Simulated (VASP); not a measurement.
Computed with PBEsol GGA, VASP's PBE PAW potentials (set 64) (plane waves; VASP).

VASP input:

INCAR:
```
! general
SYSTEM   =  Ni3Si
PREC     =  Accurate
ENCUT    =  300
LREAL    =  .FALSE.
LASPH    =  .TRUE.

! electronic loop
EDIFF    =  1E-6
NELM     =  100
ALGO     =  Normal
LMAXMIX  =  4

! smearing
ISMEAR   =  0
SIGMA    =  0.1

! functional
GGA      =  PS

! ions
ISIF     =  2

! output
LWAVE    =  .FALSE.
LCHARG   =  .FALSE.
```

**KPOINTS**
```
kpoints
0
gamma
 7 7 7
0 0 0
```

**POSCAR**
```
Ni3Si
3.4580520
  1.0000000000   0.0000000000   0.0000000000
  0.0000000000   1.0000000000   0.0000000000
  0.0000000000   0.0000000000   1.0000000000
Si Ni
1 3
Cartesian
 -0.0189870000   0.0033930000   0.0103070000
 -0.0027080000   0.5038470000   0.5011290000
  0.5126560000  -0.0078600000   0.4973050000
  0.5090380000   0.5006190000  -0.0087410000
```

POTCAR, in this order: Si Ni (PBE.64 set). Program: vasp_std.

What VASP printed:

### OSZICAR
```
       N       E                     dE             d eps       ncg     rms          rms(c)
DAV:   1     0.151796955516E+03    0.15180E+03   -0.11018E+04  7248   0.142E+03
DAV:   2    -0.226820540795E+02   -0.17448E+03   -0.16746E+03  7229   0.311E+02
DAV:   3    -0.303155325161E+02   -0.76335E+01   -0.73704E+01  8140   0.842E+01
DAV:   4    -0.304789705625E+02   -0.16344E+00   -0.16259E+00  8085   0.110E+01
DAV:   5    -0.304843738417E+02   -0.54033E-02   -0.54005E-02  8535   0.195E+00    0.214E+01
DAV:   6    -0.298087592595E+02    0.67561E+00   -0.59999E+01  8079   0.121E+02    0.165E+01
DAV:   7    -0.263426686923E+02    0.34661E+01   -0.16829E+01  8067   0.652E+01    0.458E+00
DAV:   8    -0.263007758357E+02    0.41893E-01   -0.79435E-01 10261   0.132E+01    0.249E+00
DAV:   9    -0.262854408012E+02    0.15335E-01   -0.28201E-01  9238   0.183E+01    0.202E+00
DAV:  10    -0.262529176141E+02    0.32523E-01   -0.66119E-02  9591   0.879E+00    0.484E-01
DAV:  11    -0.262515087471E+02    0.14089E-02   -0.10440E-02 10568   0.163E+00    0.259E-01
DAV:  12    -0.262512735670E+02    0.23518E-03   -0.13994E-03  9637   0.109E+00    0.153E-01
DAV:  13    -0.262511651350E+02    0.10843E-03   -0.53778E-04  9946   0.751E-01    0.446E-02
DAV:  14    -0.262511549299E+02    0.10205E-04   -0.82685E-05  9241   0.190E-01    0.104E-02
DAV:  15    -0.262511537801E+02    0.11498E-05   -0.62930E-06  8216   0.352E-02    0.507E-03
DAV:  16    -0.262511535572E+02    0.22292E-06   -0.10908E-06  4300   0.269E-02
   1 F= -.26251154E+02 E0= -.26248001E+02  d E =-.630528E-02
```

### OUTCAR
```
------------------------ aborting loop because EDIFF is reached ----------------------------------------
  FORCE on cell =-STRESS in cart. coord.  units (eV):
  Direction    XX          YY          ZZ          XY          YZ          ZX
  --------------------------------------------------------------------------------------
  Total        0.4358001      0.3743628      0.3966632     -0.0977485     -0.0248780     -0.1697987
  in kB       16.8850898     14.5046976     15.3687302     -3.7872684     -0.9638990     -6.5788577
  external PRESSURE =      15.5861725 kB  Pullay stress =       0.0000000 kB
  volume of cell :       41.35
      direct lattice vectors                 reciprocal lattice vectors
     3.458052000  0.000000000  0.000000000     0.289180151  0.000000000  0.000000000
     0.000000000  3.458052000  0.000000000     0.000000000  0.289180151  0.000000000
     0.000000000  0.000000000  3.458052000     0.000000000  0.000000000  0.289180151
 POSITION                                       TOTAL-FORCE (eV/Angst)
 -----------------------------------------------------------------------------------
      3.39239      0.01173      0.03564         0.684921     -0.006560     -0.239903
      3.44869      1.74233      1.73293         0.709334     -0.296586     -0.134652
      1.77279      3.43087      1.71971        -0.763400      0.484684      0.014010
      1.76028      1.73117      3.42783        -0.630855     -0.181539      0.360545
 -----------------------------------------------------------------------------------
    total drift:                               -0.000257      0.000026      0.001304
  FREE ENERGIE OF THE ION-ELECTRON SYSTEM (eV)
  ---------------------------------------------------
  free  energy   TOTEN  =       -26.2511535572 eV

  energy  without entropy=      -26.2448482812  energy(sigma->0) =      -26.24800092
```
(Selected blocks of OUTCAR.)

At this cut-off the stress carries a Pulay error, which pulls relaxed volumes low.

The structure is a typed Ni3Si crystal. The cell was not relaxed at this level, atoms are displaced from their ideal sites. The run is not spin-polarised, so no magnetic state was tried.
